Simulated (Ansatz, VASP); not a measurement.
# Zn in two plane-wave programs, part 2 of 3

One calculation is typed for both programs; each brings its own data sets. How far apart do they land? Of the first pair: The structure shown is frame 250 of Ansatz's trajectory.

VASP 6.6.1 and Ansatz 0.2.0.

So far: Set-up; Ansatz: dynamics, LDA.

### Step 3. VASP: single point, LDA, pair 1

Level of this step: LDA; plane waves and PAW (Zn) (VASP).

The same cell, functional (in two slightly different forms), mesh and smearing now go to VASP, with its own data sets.

Lines of VASP's logs that name or quote its potential files are left out, and so is its time.

Input file INCAR:

```
SYSTEM = Zn
PREC = Accurate
ENCUT = 400
EDIFF = 1E-06
NELM = 120
ISMEAR = -1
SIGMA = 0.062
LREAL = Auto
ALGO = Normal
GGA = PW92
NBANDS = 336
LORBIT = 11
LWAVE = .FALSE.
LCHARG = .FALSE.
ISIF = 2
LASPH = .TRUE.
GGA_COMPAT = .FALSE.
EFERMI = MIDGAP
NCORE = 2
```

Input file POSCAR:

```
Zn
1.0
    9.2567000000      0.0000000000      0.0000000000
    0.0000000000      9.2567000000      0.0000000000
    0.0000000000      0.0000000000      9.2567000000
Zn
48
Direct
    0.4403513131      0.1092722028      0.1875074271
    0.8823338771      0.3708340985      0.4213920728
    0.8024782050      0.5634837469      0.5554571284
    0.1354802467      0.8400077781      0.3358648330
    0.3998077069      0.8451391965      0.2855337215
    0.5044238227      0.1091965819      0.4637073687
    0.1080622684      0.3097432130      0.5568183046
    0.1053507189      0.4211328011      0.0174360193
    0.9770868668      0.6642539998      0.4193719144
    0.2617563495      0.2214179999      0.8844836713
    0.7071418540      0.1088292804      0.5885790833
    0.8508647790      0.8504110536      0.9837955211
    0.2141799994      0.6100446163      0.5535449998
    0.9938855100      0.6018991649      0.8578543109
    0.6536130586      0.2065314853      0.0631866648
    0.3673447341      0.2460272019      0.6322555554
    0.0934242225      0.7982434345      0.6458349088
    0.7431914181      0.0923763328      0.8494495879
    0.2815582227      0.9692114901      0.7415709702
    0.8958916244      0.9228882863      0.4782589908
    0.2872838052      0.9490855272      0.4813486448
    0.8598312574      0.8557261227      0.2349865503
    0.2043168732      0.4185076755      0.7796947076
    0.9605691013      0.0589194853      0.6864541359
    0.8584808841      0.3222422678      0.6806313265
    0.0333596206      0.6903540138      0.1206369441
    0.8146963821      0.7777285642      0.6871887390
    0.3398727408      0.9225317878      0.9887432886
    0.9916384889      0.0878822907      0.9808355029
    0.1063986086      0.4033186773      0.2741365713
    0.6087050461      0.3492713386      0.5504661488
    0.0301943457      0.0999168170      0.3467218339
    0.2646191407      0.6118271090      0.2628798600
    0.6248231011      0.8837706742      0.3783529768
    0.6911534348      0.5704192639      0.7762161461
    0.6119243359      0.9162444500      0.0875582011
    0.9080233777      0.2538701697      0.1687858524
    0.8247755680      0.3318785312      0.9301370899
    0.7569760282      0.1086564326      0.3229336589
    0.4536713948      0.5510279041      0.6840450701
    0.5704408699      0.8154417881      0.8342929986
    0.4173625590      0.4811541910      0.4261777955
    0.1806691369      0.1062905787      0.1371006946
    0.2840105005      0.1923471648      0.3729838927
    0.1096178984      0.8422764052      0.9190100144
    0.5091339246      0.3880432552      0.9016172070
    0.5962924152      0.3218533603      0.2955048775
    0.3593613275      0.3563797034      0.1297222552
```

Input file KPOINTS:

```
Automatic mesh
0
Gamma
1 1 1
0 0 0
```

Potentials, in the order of the species: Zn (LDA family, release 64).

Launch:

```console
$ mpirun -np 8 vasp_gam
```

Numbers of over 12 decimals in the logs are rounded to 6 here.

The log of the run:

```text
[banner, memory and clock lines left out]
running    8 mpi-ranks, on    1 nodes
[...]
|                                                                             |
|               ----> ADVICE to this user running VASP <----                  |
|                                                                             |
|     You enforced a specific xc type in the INCAR file but a different       |
|     [... a line on the potential file left out ...]
|     I HOPE YOU KNOW WHAT YOU ARE DOING!                                     |
|                                                                             |

 LDA part: xc-table for (Slater(with rela. corr.)+PW92), standard interpolation
 POSCAR, INCAR and KPOINTS ok, starting setup
[...]
entering main loop
       N       E                     dE             d eps       ncg     rms          rms(c)
DAV:   1     0.620444952731E+04    0.62044E+04   -0.23941E+05   672   0.261E+03
DAV:   2     0.937105765384E+03   -0.52673E+04   -0.51537E+04   672   0.653E+02
DAV:   3     0.855755976764E+01   -0.92855E+03   -0.87667E+03   680   0.216E+02
DAV:   4    -0.745360385463E+02   -0.83094E+02   -0.76121E+02   720   0.694E+01
[...]
DAV:  16    -0.689332488476E+02   -0.12480E-05   -0.26906E-05   688   0.336E-02    0.795E-03
DAV:  17    -0.689332494925E+02   -0.64494E-06   -0.11049E-05   704   0.198E-02    0.620E-03
DAV:  18    -0.689332493732E+02    0.11934E-06   -0.13298E-06   368   0.796E-03
   1 F= -.68933249E+02 E0= -.68807725E+02  d E =-.251048E+00
```

Parts of OUTCAR (step 3):

```text
  Total        7.6579561     10.7853650     18.4693527      4.5384437      2.8459762     -0.5719275
  in kB       15.4687381     21.7859680     37.3072890      9.1674588      5.7487481     -1.1552687
  external PRESSURE =      24.8539984 kB  Pullay stress =       0.0000000 kB

 POSITION                                       TOTAL-FORCE (eV/Angst)
 -----------------------------------------------------------------------------------
      4.07620      1.01150      1.73570         0.302626     -0.659546     -0.381730
      8.16750      3.43270      3.90070         0.022685     -0.569702     -0.565081
      7.42830      5.21600      5.14170        -0.782722     -0.443406     -0.372004
      1.25410      7.77570      3.10900        -0.676751     -0.317859     -1.256747
      3.70090      7.82320      2.64310        -0.182306     -0.397770     -0.951176
      4.66930      1.01080      4.29240        -0.652120     -0.582182     -0.471369
      1.00030      2.86720      5.15430         0.016114     -0.370361     -0.341740
      0.97520      3.89830      0.16140        -0.206500     -0.129424      0.372304
      9.04460      6.14880      3.88200         0.104318     -0.355786     -0.453574
      2.42300      2.04960      8.18740         0.767682     -2.251072      1.403025
      6.54580      1.00740      5.44830         0.986402     -0.578319      0.724994
      7.87620      7.87200      9.10670        -0.241230      0.014169     -0.847408
      1.98260      5.64700      5.12400         0.767959     -1.282669     -0.348085
      9.20010      5.57160      7.94090        -0.174959      0.197996     -0.616061
[...]
-----------------------------------------------------------------------------------
    total drift:                               -0.004266      0.010114      0.003197

  FREE ENERGIE OF THE ION-ELECTRON SYSTEM (eV)
  ---------------------------------------------------
  free  energy   TOTEN  =       -68.9332493732 eV

  energy  without entropy=      -68.6822009446  energy(sigma->0) =      -68.80772516

[... 3 further parts left out ...]
[key lines of the parts left out:]
E-fermi :   2.0484
```

The gap is under twice the smearing width, so the edge states are partly filled and the run can't tell a small gap from a semimetal.

### Step 4. Differences

Known differences besides the potentials themselves: the cutoff is 420 eV in Ansatz and 400 eV in VASP (PREC = Accurate, projectors in real space); VASP's log shows a relativistic correction to its local exchange, Ansatz's none. Total energies have different zeros and are not compared.

Forces on 7 of the 48 atoms, those with the largest forces and the largest differences (eV/Å; atoms numbered as in POSCAR):

```tsv
atom	Ansatz x, y, z	VASP x, y, z
Zn4	-0.660, -0.320, -1.219	-0.677, -0.318, -1.257
Zn10	0.756, -2.189, 1.371	0.768, -2.251, 1.403
Zn11	0.957, -0.563, 0.694	0.986, -0.578, 0.725
Zn13	0.751, -1.255, -0.333	0.768, -1.283, -0.348
Zn17	-0.732, 1.009, 0.414	-0.751, 1.035, 0.424
Zn21	0.643, 0.946, 1.784	0.656, 0.965, 1.827
Zn23	-0.360, 2.187, -1.406	-0.366, 2.253, -1.434
```

The forces differ by 17 meV/Å r.m.s., which is 3.0 % of the r.m.s. force of 0.585 eV/Å (both taken over all components).

### Step 5. Ansatz: dynamics, LDA

One frame of this run of dynamics is then solved in both programs, so the motion causes no difference.

The structure compared here is frame 500 of Ansatz's trajectory.

Input file input.yaml:

```yaml
crystal:
  lattice:
    - [9.2567, 0.0, 0.0]
    - [0.0, 9.2567, 0.0]
    - [0.0, 0.0, 9.2567]
  atoms:
    - { symbol: Zn, position: [0.48697, 0.96668, 0.13268] }
    - { symbol: Zn, position: [0.87904, 0.37123, 0.3759] }
    - { symbol: Zn, position: [0.71297, 0.44338, 0.58917] }
    - { symbol: Zn, position: [0.11388, 0.84366, 0.46585] }
    - { symbol: Zn, position: [0.37313, 0.84257, 0.33801] }
    - { symbol: Zn, position: [0.41606, 0.10486, 0.37256] }
    - { symbol: Zn, position: [0.27013, 0.27322, 0.79124] }
    - { symbol: Zn, position: [0.2472, 0.44232, 0.99366] }
    - { symbol: Zn, position: [0.91117, 0.67052, 0.5219] }
    - { symbol: Zn, position: [0.30044, 0.1882, 0.03916] }
    - { symbol: Zn, position: [0.54389, 0.12234, 0.63833] }
    - { symbol: Zn, position: [0.7714, 0.74827, 0.97442] }
    - { symbol: Zn, position: [0.12845, 0.51916, 0.49211] }
    - { symbol: Zn, position: [0.08562, 0.56618, 0.82218] }
    - { symbol: Zn, position: [0.52263, 0.25864, 0.87559] }
    - { symbol: Zn, position: [0.47853, 0.45791, 0.70878] }
    - { symbol: Zn, position: [0.21292, 0.82765, 0.7096] }
    - { symbol: Zn, position: [0.76208, 0.25245, 0.76413] }
    - { symbol: Zn, position: [0.17171, 0.00337, 0.90225] }
    - { symbol: Zn, position: [0.86718, 0.89263, 0.38694] }
    - { symbol: Zn, position: [0.29236, 0.05365, 0.59962] }
    - { symbol: Zn, position: [0.68016, 0.80716, 0.2146] }
    - { symbol: Zn, position: [0.33865, 0.6374, 0.8418] }
    - { symbol: Zn, position: [0.91894, 0.08666, 0.55968] }
    - { symbol: Zn, position: [0.9633, 0.39923, 0.65892] }
    - { symbol: Zn, position: [0.01859, 0.68842, 0.04591] }
    - { symbol: Zn, position: [0.77983, 0.88378, 0.65438] }
    - { symbol: Zn, position: [0.24578, 0.83706, 0.09872] }
    - { symbol: Zn, position: [0.83238, 0.02763, 0.88949] }
    - { symbol: Zn, position: [0.18199, 0.39782, 0.2625] }
    - { symbol: Zn, position: [0.6186, 0.26763, 0.41687] }
    - { symbol: Zn, position: [0.09787, 0.25791, 0.46946] }
    - { symbol: Zn, position: [0.14852, 0.66606, 0.27417] }
    - { symbol: Zn, position: [0.67007, 0.63752, 0.4161] }
    - { symbol: Zn, position: [0.83114, 0.6019, 0.7635] }
    - { symbol: Zn, position: [0.37453, 0.61269, 0.14935] }
    - { symbol: Zn, position: [0.95047, 0.23022, 0.16483] }
    - { symbol: Zn, position: [0.0181, 0.20409, 0.82744] }
    - { symbol: Zn, position: [0.70201, 0.06335, 0.27269] }
    - { symbol: Zn, position: [0.42766, 0.65755, 0.51767] }
    - { symbol: Zn, position: [0.53786, 0.82693, 0.74213] }
    - { symbol: Zn, position: [0.44771, 0.45635, 0.34856] }
    - { symbol: Zn, position: [0.1738, 0.11795, 0.2594] }
    - { symbol: Zn, position: [0.34783, 0.30415, 0.53919] }
    - { symbol: Zn, position: [0.97372, 0.81633, 0.81978] }
    - { symbol: Zn, position: [0.6362, 0.49842, 0.92207] }
    - { symbol: Zn, position: [0.68079, 0.46574, 0.1798] }
    - { symbol: Zn, position: [0.53215, 0.22909, 0.15799] }
kpoints:
  mp_grid: { grid: [1, 1, 1] }
hamiltonian:
  xc: lda
scf:
  occupations: { method: fermi_dirac, width: 0.062 }
output:
  forces: true
  stress: true
md:
  timestep: 4.0
  n_steps: 750
  ensemble: nvt_nose_hoover
  temperature: 1223
  initial_velocities: maxwell_boltzmann
  seed: 5
  temperature_schedule:
    - { n_steps: 93, end_temperature: 1223 }
    - { n_steps: 93, end_temperature: 723 }
```

Launch:

```console
$ ansatz run input.yaml --threads 8 --pin off --max-ram 15360MiB --backend cpu --events-out ev --progress --plain --runs-dir out
```

The log of the run:

```text
[...]
Crystal: 48 atoms, lattice volume = 793.174 Å³
Basis set: ecut = 420 eV, 15515 PW (Γ)
Bands: 346, of which v1, the nominal top of the filled ones, is band 288 counted from 1 (287 counted from 0)
Symmetry: 1 space group operations
k-points: 1
[...]
atom  48  Zn    -0.47999706    -0.35668377     0.57167681
  max |Σ_I F_I| component: 3.61e-5 eV/Å
--- Stress (GPa, compression-positive) ---
        3.651413      -0.363376       0.015056
       -0.363376       0.228451       0.393063
        0.015056       0.393063       1.925294
  P = ⅓ Tr σ = 1.9351 GPa (19.351 kbar)
--- MD trajectory: 750 steps, t = 0.0 → 3000.0 fs ---
[...]
conserved energy: peak-to-peak 3.264e-2 eV (6.800e-4 eV/atom) over 3000.0 fs
[key lines of the parts left out:]
SCF converged after 8 iterations
Free energy (F): -155802.390158 eV
Fermi energy:    9.170562 eV
```

### Step 6. VASP: single point, LDA, pair 2

The same cell, functional (in two slightly different forms), mesh and smearing now go to VASP, with its own data sets.

INCAR is that of step 3.

Input file POSCAR:

```
Zn
1.0
    9.2567000000      0.0000000000      0.0000000000
    0.0000000000      9.2567000000      0.0000000000
    0.0000000000      0.0000000000      9.2567000000
Zn
48
Direct
    0.4374669159      0.0663087277      0.0358659133
    0.8772672767      0.4217053594      0.4435814059
    0.7455464690      0.6408979442      0.4814566746
    0.2435425152      0.9366620934      0.2357535623
    0.3762896064      0.8285674160      0.4361597546
    0.5164583491      0.0945477330      0.3808808755
    0.0219624704      0.2278241706      0.5445893245
    0.1926604513      0.5235126989      0.0424881437
    0.0142275325      0.6485680642      0.4017198354
    0.2884289218      0.2824872795      0.9181565785
    0.6570592112      0.0540797476      0.6228461547
    0.8903604956      0.9473894584      0.0301835427
    0.2388540193      0.6115138224      0.5520973997
    0.9344042693      0.5966921257      0.9015091771
    0.5398144047      0.3190229780      0.0259271663
    0.3285512116      0.1095962924      0.7084382123
    0.0352825521      0.7416681971      0.6597275487
    0.7578618730      0.1239534607      0.9046420431
    0.2938304147      0.8092732831      0.7261659123
    0.8930072272      0.8923050331      0.4962999773
    0.1493188717      0.9337452872      0.5333110072
    0.8426437067      0.8263744099      0.2505860620
    0.1513282271      0.4666565839      0.7683515724
    0.9723119470      0.0194561777      0.7402530059
    0.8295072758      0.2612162002      0.6979269070
    0.0379076777      0.7229358195      0.1220737412
    0.7792625882      0.7913187205      0.7263711690
    0.5222271436      0.9302775287      0.8208108721
    0.0111486815      0.2021130641      0.9361111411
    0.1195998574      0.3934447481      0.3166247151
    0.6018235440      0.3247917724      0.5383451986
    0.0288115635      0.0508388519      0.3340283254
    0.2774422850      0.6463318461      0.2725593354
    0.6338652003      0.8630505472      0.4201389264
    0.7078980630      0.4776324176      0.7310704679
    0.6685103763      0.0962438018      0.1677703717
    0.9139758229      0.2621344540      0.1881664092
    0.8120064386      0.3714282628      0.9413829983
    0.7867490574      0.1643890371      0.4169088336
    0.3623213456      0.3896853090      0.6562705932
    0.5103762680      0.6670303672      0.6243585727
    0.4529043828      0.5037756436      0.4081908239
    0.1765207903      0.1955988635      0.1653505029
    0.2609137166      0.1557898603      0.4378882323
    0.2049218404      0.0084587380      0.9426037357
    0.5418777750      0.2337550099      0.7878941739
    0.6535266348      0.3721520628      0.2489764171
    0.3838300906      0.3207190467      0.2182743310
```

KPOINTS is that of step 3.

Launch:

```console
$ mpirun -np 8 vasp_gam
```

The log of the run:

```text
[banner, memory and clock lines left out]
running    8 mpi-ranks, on    1 nodes
[...]
[... a notice as in an earlier step ...]

 LDA part: xc-table for (Slater(with rela. corr.)+PW92), standard interpolation
 POSCAR, INCAR and KPOINTS ok, starting setup
[...]
entering main loop
       N       E                     dE             d eps       ncg     rms          rms(c)
DAV:   1     0.631498393543E+04    0.63150E+04   -0.23921E+05   672   0.261E+03
DAV:   2     0.963427937240E+03   -0.53516E+04   -0.52284E+04   672   0.664E+02
DAV:   3     0.727321626332E+01   -0.95615E+03   -0.90725E+03   680   0.218E+02
DAV:   4    -0.765858929753E+02   -0.83859E+02   -0.77316E+02   720   0.705E+01
[...]
DAV:  15    -0.710933630148E+02   -0.88084E-06   -0.62540E-05   712   0.607E-02    0.909E-03
DAV:  16    -0.710933655931E+02   -0.25784E-05   -0.35408E-05   696   0.372E-02    0.101E-02
DAV:  17    -0.710933655507E+02    0.42477E-07   -0.55007E-06   624   0.180E-02
   1 F= -.71093366E+02 E0= -.71012307E+02  d E =-.162117E+00
```

OUTCAR, selected parts (step 6):

```text
  Total        8.4782032      8.6946378     -3.5815720      2.2047647      6.1845216      1.5068791
  in kB       17.1256015     17.5627900     -7.2346197      4.4535288     12.4924646      3.0438301
  external PRESSURE =       9.1512573 kB  Pullay stress =       0.0000000 kB

 POSITION                                       TOTAL-FORCE (eV/Angst)
 -----------------------------------------------------------------------------------
      4.04950      0.61380      0.33200        -0.088495      0.147909      0.321214
      8.12060      3.90360      4.10610        -0.229473     -0.000098      0.009265
      6.90130      5.93260      4.45670         0.330067     -0.356810      0.278100
      2.25440      8.67040      2.18230         0.085395     -0.224990     -0.337363
      3.48320      7.66980      4.03740         0.511258      0.245969      0.459647
      4.78070      0.87520      3.52570        -0.955323      0.034398      0.109321
      0.20330      2.10890      5.04110         1.010425     -0.365535     -0.303243
      1.78340      4.84600      0.39330        -0.043549     -0.528329     -0.051529
      0.13170      6.00360      3.71860        -0.103936     -0.306925     -0.377969
      2.66990      2.61490      8.49910         0.070482      0.260169      0.035607
      6.08220      0.50060      5.76550         0.354906     -0.355831      0.227235
      8.24180      8.76970      0.27940         0.701566     -0.198429      0.026415
      2.21100      5.66060      5.11060         0.475406     -0.290938     -0.148872
      8.64950      5.52340      8.34500         0.167208      0.528769     -0.675469
[...]
-----------------------------------------------------------------------------------
    total drift:                               -0.025210     -0.003566     -0.005182

  FREE ENERGIE OF THE ION-ELECTRON SYSTEM (eV)
  ---------------------------------------------------
  free  energy   TOTEN  =       -71.0933655507 eV

  energy  without entropy=      -70.9312489666  energy(sigma->0) =      -71.01230726

[... 2 parts as in an earlier step ...]

[... 1 further part left out ...]
[key lines of the parts left out:]
E-fermi :   2.0903
```

The run ends at a pressure of 0.92 GPa, with forces up to 1.7 eV/Å.

### Step 7. Comparison

Forces on 7 of the 48 atoms, those with the largest forces and the largest differences (eV/Å; atoms numbered as in POSCAR):

```tsv
atom	Ansatz x, y, z	VASP x, y, z
Zn7	0.977, -0.362, -0.309	1.010, -0.366, -0.303
Zn17	-0.234, -0.846, 0.829	-0.247, -0.868, 0.859
Zn18	-1.067, -0.634, 0.402	-1.094, -0.657, 0.407
Zn33	-1.012, 0.087, -0.359	-1.016, 0.087, -0.378
Zn35	-0.421, 1.565, -0.304	-0.433, 1.607, -0.299
Zn38	-0.465, 0.449, 0.933	-0.476, 0.470, 0.969
Zn43	-0.565, -0.976, -0.603	-0.573, -0.993, -0.623
```

The forces differ by 13 meV/Å r.m.s., which is 2.9 % of the r.m.s. force of 0.454 eV/Å (both taken over all components).

### Step 8. Ansatz: dynamics, LDA

One frame of this run of dynamics is then solved in both programs, so the motion causes no difference.

The structure compared here is frame 750 of Ansatz's trajectory.

input.yaml is that of step 5.

Launch:

```console
$ ansatz run input.yaml --threads 8 --pin off --max-ram 15360MiB --backend cpu --events-out ev --progress --plain --runs-dir out
```

The log of the run:

```text
[...]
Crystal: 48 atoms, lattice volume = 793.174 Å³
Basis set: ecut = 420 eV, 15515 PW (Γ)
Bands: 346, of which v1, the nominal top of the filled ones, is band 288 counted from 1 (287 counted from 0)
Symmetry: 1 space group operations
k-points: 1
[...]
atom  48  Zn    -0.47999706    -0.35668377     0.57167681
  max |Σ_I F_I| component: 3.61e-5 eV/Å
--- Stress (GPa, compression-positive) ---
        3.651413      -0.363376       0.015056
       -0.363376       0.228451       0.393063
        0.015056       0.393063       1.925294
  P = ⅓ Tr σ = 1.9351 GPa (19.351 kbar)
--- MD trajectory: 750 steps, t = 0.0 → 3000.0 fs ---
[...]
conserved energy: peak-to-peak 3.264e-2 eV (6.800e-4 eV/atom) over 3000.0 fs
[key lines of the parts left out:]
SCF converged after 8 iterations
Free energy (F): -155802.390158 eV
Fermi energy:    9.170562 eV
```

[end of part 2 of 3]

[Lines on the potential files, build, host, timing and source positions are cut from VASP's logs without a mark.]

[Logs are printed without paths, hosts, clocks, repeated set-up lines and the standing remarks that a program may print on its own settings, such as how far it seeks lower states.]

[Hosts, paths, dates, database ids (printed as entryN), source tags and the programs' standing remarks are cut or masked in the printed files.]
